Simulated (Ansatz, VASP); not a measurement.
# Ti (Titanium): VASP beside Ansatz

Wanted: the spread between two codes on one cell, functional and k mesh. The structure shown comes from an earlier Ansatz run, which isn't shown and may have moved the atoms alone. Other levels of theory on this material are compared in a session of their own.

Calculated with Ansatz 0.2.0; plane waves, with VASP 6.6.1 beside it; elastic constants at LDA.

**1. Set-up**

The structure is hexagonal, space group P6_3/mmc (No. 194). Conventional cell: a = 2.866 Å, b = 2.866 Å, c = 4.528 Å, α = 90.00°, β = 90.00°, γ = 120.00°. Ti has 12 Ti at 2.80 to 2.87 Å nearest.

**2. Ansatz: elastic constants, LDA**

Ansatz runs on its default PAW (the set named soft_2) files.

Elastic constants are differences of stresses under small strains, so they test the stress and the mesh.

The input, input.yaml:

```yaml
crystal:
  lattice:
    - [2.8660190142, 0.0, 0.0]
    - [-1.4330095071, 2.4820452741, 0.0]
    - [0.0, 0.0, 4.5279688118]
  atoms:
    - { symbol: Ti, position: [0.3333333333, 0.6666666667, 0.25] }
    - { symbol: Ti, position: [0.6666666667, 0.3333333333, 0.75] }
kpoints:
  mp_grid: { grid: [15, 15, 8] }
hamiltonian:
  xc: lda
scf:
  occupations: { method: gaussian, width: 0.1 }
output:
  forces: true
  stress: true
  eigenvalues: true
elastic:
  mode: relaxed_ion
  stencil: two_point
```

The run is started by

```sh
$ ansatz run input.yaml --threads 4 --pin off --max-ram 8192MiB --backend cpu --events-out ev --progress --plain --runs-dir out
```

Numbers of over 12 decimals in the logs are rounded to 6 here.

Output:

```text
Engine: ansatz 0.2.0, aarch64-unknown-linux-gnu
Pseudopotentials: kind: paw
Pseudopotential: Ti, paw, valence charge 12, recommended cutoff 420 eV (normal), Ti.paw.azcp
Functional definition: SPW92
  exchange = slater_x
  correlation = pw_c
Crystal: 2 atoms, lattice volume = 32.210 Å³
Basis set: ecut = 420 eV, 627 PW (Γ)
Bands: 16, of which v1, the nominal top of the filled ones, is band 12 counted from 1 (11 counted from 0)
Symmetry: 24 space group operations
Space group: P63/mmc (ITA 194), of the structure as read, at distance tolerance 3.2e-5 Å
k-points: 135 of 1800
Non-local potential: Ti, projectors of the file, l = 0: 3, l = 1: 2, l = 2: 3, l = 3: 1
PAW form: soft (Blöchl's): semilocal exchange-correlation on the pseudo side does not see the compensation charge
PAW frozen core: Ti, regenerated for the run's functional, and the local potential with it (the file was generated under x = pbe(κ = 0.804, μ = 0.219515), c = pbe(β = 0.066725))
PAW one-centre angular grid: Ti, 590 points (default); XC on 64 Gauss nodes
Initial density: superposition of atomic densities (neutral atoms: chi_scale 0, normalization atom), corrected by the library's trained network
Initial wavefunctions: pseudopotential atomic-orbital guess
Functional: x = slater, c = lda
SCF iter   1: F=—  HF=-4900.610110 eV  |F-HF|=—  |Δ(HF+E_count)|=         —  Δρ=7.20e-3  dr2=7.51e-3  ethr=1.77e-3  ⟨swp⟩=3.7  Hψ=8737  notcnv=0
preconditioner: auto → none  [metal: Δε(μ)=0.012 eV  Ē_g=2.990 eV  σ=0.100 eV  W_gap=0.07  n_scr=8 (ndim 8)  ℏωp=18.5 eV  f_vac=0.000  D(μ)=1.88/eV (n_scr^D=22)  sad-step TF]
SCF iter   2: F=—  HF=-4900.607819 eV  |F-HF|=—  |Δ(HF+E_count)|=   2.29e-3  Δρ=3.44e-3  dr2=1.58e-3  ethr=3.13e-5  ⟨swp⟩=1.0  Hψ=3253  notcnv=0
SCF iter   3: F=—  HF=-4900.607559 eV  |F-HF|=—  |Δ(HF+E_count)|=   2.60e-4  Δρ=4.33e-4  dr2=2.05e-5  ethr=6.56e-6  ⟨swp⟩=2.6  Hψ=3375  notcnv=0
SCF iter   4: F=—  HF=-4900.607562 eV  |F-HF|=—  |Δ(HF+E_count)|=   3.16e-6  Δρ=7.06e-5  dr2=1.39e-6  ethr=8.55e-8  ⟨swp⟩=2.4  Hψ=3105  notcnv=0
SCF iter   5: F=—  HF=-4900.607565 eV  |F-HF|=—  |Δ(HF+E_count)|=   2.78e-6  Δρ=8.08e-6  dr2=1.31e-8  ethr=5.81e-9  ⟨swp⟩=3.0  Hψ=3947  notcnv=0
SCF iter   6: F=—  HF=-4900.607565 eV  |F-HF|=—  |Δ(HF+E_count)|=   1.47e-8  Δρ=3.51e-7  dr2=1.51e-11  ethr=5.45e-11  ⟨swp⟩=2.5  Hψ=3648  notcnv=0
SCF iter   7: F=—  HF=-4900.607565 eV  |F-HF|=—  |Δ(HF+E_count)|=  5.46e-12  Δρ=6.31e-8  dr2=3.92e-13  ethr=6.27e-14 (applied; sched 1.00e-12)  ⟨swp⟩=2.9  Hψ=3919  notcnv=0  defer=7
SCF iter   8: F=-4900.607565 eV  HF=-4900.607565 eV  |F-HF|=9.09e-13  |Δ(HF+E_count)|=    0.00e0  Δρ=5.62e-9  dr2=9.00e-15  ethr=1.00e-12  ⟨swp⟩=3.2  Hψ=6115  notcnv=0
SCF 1 converged in 8 iterations: F = -4900.607565 eV  dr2 = 9.00e-15
  greatest PAW one-centre occupation: 0.999 electrons in one spin orbital (limit 2), on the Ti atom at site 1 (counted from 0), in its partial waves of l = 0
Crystal: 2 atoms, lattice volume = 32.146 Å³
Basis set: ecut = 420 eV, 619 PW (Γ)
Symmetry: 8 space group operations
k-points: 320 of 1800
Initial density: handed on by an earlier stage of this run
Initial wavefunctions: pseudopotential atomic-orbital guess (no wavefunctions were taken with the density)
iter 1 solved again at ethr=2.05e-5 eV; its pass at ethr=3.10e-3 eV (dr2=4.92e-3 eV) is discarded
SCF iter   1: F=—  HF=-4900.609304 eV  |F-HF|=—  |Δ(HF+E_count)|=         —  Δρ=4.99e-3  dr2=4.90e-3  ethr=2.05e-5  ⟨swp⟩=1.0  Hψ=28298  notcnv=0
preconditioner: auto → none  [metal: Δε(μ)=0.007 eV  Ē_g=2.996 eV  σ=0.100 eV  W_gap=0.04  n_scr=8 (ndim 8)  ℏωp=18.5 eV  f_vac=0.000  D(μ)=1.94/eV (n_scr^D=22)]
[...]
SCF 2 converged in 8 iterations: F = -4900.607494 eV  dr2 = 5.65e-14
[...]
SCF 14 converged in 6 iterations: F = -4900.607551 eV  dr2 = 5.15e-21
[...]
SCF 15 converged in 9 iterations: F = -4900.607551 eV  dr2 = 1.96e-14
relax step   1: F+E_penalty+E_count = -4900.60755076 eV  Δ(F+E_penalty+E_count) = +0.000e0 eV  max|allowed force component| = 3.743e-6 eV/Å  Δτ_max = 0.0000 Å  (9 SCF iters, accepted)
[...]
SCF iter   1: F=—  HF=-4900.607551 eV  |F-HF|=—  |Δ(HF+E_count)|=         —  Δρ=5.05e-9  dr2=1.97e-14  ethr=1.00e-12  ⟨swp⟩=1.1  Hψ=44547  notcnv=0
iter 2 did not close the SCF: its close was put off for the readings that it lacked (scf_convergence_deferred on its scf_iter line)
SCF iter   2: F=-4900.607551 eV  HF=-4900.607551 eV  |F-HF|=9.09e-13  |Δ(HF+E_count)|=    0.00e0  Δρ=2.87e-9  dr2=9.71e-15  ethr=4.17e-16 (applied; sched 1.00e-12)  ⟨swp⟩=2.1  Hψ=12854  notcnv=0
iter 3 did not close the SCF: its close was put off for the readings that it lacked (scf_convergence_deferred on its scf_iter line)
SCF iter   3: F=-4900.607551 eV  HF=-4900.607551 eV  |F-HF|=0.00e0  |Δ(HF+E_count)|=  2.73e-12  Δρ=9.70e-10  dr2=1.50e-16  ethr=4.17e-16 (applied; sched 1.00e-12)  ⟨swp⟩=1.0  Hψ=7808  notcnv=0
iter 4 did not close the SCF: its close was put off for the readings that it lacked (scf_convergence_deferred on its scf_iter line)
SCF iter   4: F=-4900.607551 eV  HF=-4900.607551 eV  |F-HF|=0.00e0  |Δ(HF+E_count)|=  1.82e-12  Δρ=2.34e-10  dr2=1.87e-17  ethr=4.17e-16 (applied; sched 1.00e-12)  ⟨swp⟩=1.0  Hψ=7808  notcnv=0
iter 5 did not close the SCF: its close was put off for the readings that it lacked (scf_convergence_deferred on its scf_iter line)
SCF iter   5: F=-4900.607551 eV  HF=-4900.607551 eV  |F-HF|=9.09e-13  |Δ(HF+E_count)|=  1.82e-12  Δρ=2.73e-11  dr2=6.42e-19  ethr=4.17e-16 (applied; sched 1.00e-12)  ⟨swp⟩=1.0  Hψ=7808  notcnv=0
SCF iter   6: F=-4900.607551 eV  HF=-4900.607551 eV  |F-HF|=9.09e-13  |Δ(HF+E_count)|=  1.82e-12  Δρ=5.11e-12  dr2=3.50e-21  ethr=1.00e-12  ⟨swp⟩=1.0  Hψ=17571  notcnv=0
SCF 16 converged in 6 iterations: F = -4900.607551 eV  dr2 = 3.50e-21
SCF converged after 8 iterations
Free energy (F): -4900.607565 eV
Harris-Foulkes:  -4900.607565 eV  (|F-HF|=9.09e-13)
Internal energy: -4900.597676 eV  (E = F + TS)
E sigma→0 (E₀):  -4900.602620 eV
Entropy (-TS):   -0.009889 eV (-4.944 meV/atom)
Fermi energy:    14.300862 eV
--- Per-component energies (eV) ---
  E_band       = -285.817001
  E_kinetic    = 548.281572
  E_local      = -1550.386164  (includes V_loc(G=0)·N_el)
  E_nonlocal   = 24.461708
  E_hartree    = 640.344917
  E_xc         = -194.342523
  E_vxc        = -244.616613  (∫ρ·V_xc dr)
  E_paw        = -1998.533629  (= ΣΔE_a)
  E_vpaw       = -344.247544  (= ΣTr[D̂ρ^β])
  E_aug_tail   = 0.000203  (compensation charges beyond the density's cutoff)
  E_ewald      = -2371.075660
  E_core_change = 0.651901  (= ΣΔE_core)
  E_smearing   = -0.009889  (= −TS)
  E_closure    = 0.000000  (closes the sum)
  Σ components = -4900.607565   (vs F -4900.607565, Δ=0.00e0)
--- Forces (eV/Å), atoms counted from 1 ---
  atom   1  Ti     0.00000000     0.00000000     0.00000000
  atom   2  Ti     0.00000000    -0.00000000     0.00000000
  max |Σ_I F_I| component: 1.48e-16 eV/Å
--- Stress (GPa, compression-positive) ---
       -0.024456       0.000000       0.000000
       -0.000000      -0.024456       0.000000
        0.000000       0.000000      -0.026993
  P = ⅓ Tr σ = -0.0253 GPa (-0.253 kbar)
--- Band table (eV; the first three rows and the last of 135) ---
  k-point 0: bands = [... 8 lower, 8.0199, 11.4255, 15.0715, 15.0715, 15.2324, 15.4052, 15.6349, 15.6349]
  k-point 1: bands = [... 8 lower, 8.1623, 11.3841, 14.9996, 14.9996, 15.1403, 15.1518, 15.5528, 15.5528]
  k-point 2: bands = [... 8 lower, 8.5747, 11.1880, 14.6301, 14.8993, 14.8993, 14.9320, 15.3552, 15.3552]
  k-point 134: bands = [... 8 lower, 12.9526, 12.9526, 13.0865, 13.0865, 14.1407, 14.1407, 16.0726, 16.0726]
--- Elastic constants: 3 strain directions × 2 members + reference (group order 24) ---
  dense FFT box of the reference and of every strained cell: 20×20×32
  strains applied: 11, 33, 23; error gains: componentwise 1.00 (the most a stress slope's error grows in a printed constant), spectral 1.41 (1 for all six strains in a standard setting)
  C = ∂σ_k/∂η_j (tension-positive GPa; Voigt order 11 22 33 23 13 12):
       184.323     98.433     91.923      0.000      0.000      0.000
        98.433    184.323     91.923      0.000      0.000     -0.000
        91.918     91.918    206.885      0.000      0.000      0.000
         0.000      0.000      0.000     34.437      0.000      0.000
         0.000      0.000      0.000      0.000     34.437      0.000
        -0.000      0.000      0.000      0.000      0.000     42.945
  reference stress σ⁰ (GPa):      0.024      0.024      0.027     -0.000     -0.000      0.000
  C* (energy form; C + prestress term) asymmetry max|C*_kj − C*_jk| = 2.598e-3 GPa — a small one proves nothing (zero by symmetry where the batch's group is 432, −43m or m−3m); a large one is finite-difference/SCF noise where every solve meets its electron count
  moduli (Voigt/Reuss/Hill, GPa): K = 126.68/126.50/126.59   G = 41.91/40.68/41.30   E = 111.74   ν = 0.353
  mechanically stable: yes (min eigenvalue of sym C = 34.44 GPa)
  strain η (Voigt 11):  stress-route row diagonal C_11 = 184.32 GPa, energy-path curvature d²(F+E_count+ΔE)/dδ²/Ω₀ = 184.36 GPa
         δ    σ_11 (GPa)             F (eV)   n_scf  n_hpsi   n_pw
    -2.000e-3      -0.3460       -4900.6075028       6   68689    651   relax 4 steps, max|allowed force component| 4.55e-8 eV/Å
     2.000e-3       0.3913       -4900.6074815       6   68680    651   relax 3 steps, max|allowed force component| 1.91e-7 eV/Å
  strain η (Voigt 33):  stress-route row diagonal C_33 = 206.89 GPa, energy-path curvature d²(F+E_count+ΔE)/dδ²/Ω₀ = 206.93 GPa
         δ    σ_33 (GPa)             F (eV)   n_scf  n_hpsi   n_pw
    -2.000e-3      -0.3906       -4900.6074925       6   35886    651   relax 0 steps, max|allowed force component| 2.78e-16 eV/Å
     2.000e-3       0.4369       -4900.6074700       5   29339    651   relax 0 steps, max|allowed force component| 1.48e-16 eV/Å
  strain η (Voigt 23):  stress-route row diagonal C_44 = 34.44 GPa, energy-path curvature d²(F+E_count+ΔE)/dδ²/Ω₀ = 34.42 GPa
         δ    σ_23 (GPa)             F (eV)   n_scf  n_hpsi   n_pw
    -2.000e-3      -0.0689       -4900.6075508       6  105300    651   relax 1 steps, max|allowed force component| 3.74e-6 eV/Å
     2.000e-3       0.0689       -4900.6075508       6  105254    651   relax 1 steps, max|allowed force component| 3.74e-6 eV/Å
```

Reading the cycles: dr2 is the Hartree energy of the density residual (eV), the measure of convergence; HF is the Harris–Foulkes estimate of the energy, which meets the free energy F at convergence.

(Continued in part 2 of 2.)

[Lines on the potential files, build, host, timing and source positions are cut from VASP's logs without a mark.]

[Logs are printed without paths, hosts, clocks, repeated set-up lines and the standing remarks that a program may print on its own settings, such as how far it seeks lower states.]

[Hosts, paths, dates, database ids (printed as entryN), source tags and the programs' standing remarks are cut or masked in the printed files.]
